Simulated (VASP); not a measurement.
```
NaCl
1.0
    0.00000     2.78996     2.78996
    2.78996     0.00000     2.78996
    2.78996     2.78996     0.00000
Na Cl
1 1
Direct
  0.00000   0.00000   0.00000
  0.50000   0.50000   0.50000
```

All values below come from PBE GGA with D4 dispersion, VASP's PBE PAW potentials (set 64) (plane waves; VASP 6.6.1). Settings: 520 eV cut-off, 8×8×8 Γ-centred mesh, Gaussian smearing of 0.050 eV, potentials Na_pv Cl.

Problem. What does the run give for the energy per atom (σ→0), band gap (on the k-mesh) with the smallest direct gap where there is one?

Solution. 
The band gap (on the k-mesh) comes out as 5.23 eV and the smallest direct gap (on the k-mesh) is 5.23 eV. The energy per atom (σ→0) is -3.483 eV/atom.

Only differences to runs with the same potentials and settings are physical.

The compound is NaCl in the rock salt structure. This cell is one point of a volume scan, at 0.97 of the reference volume.
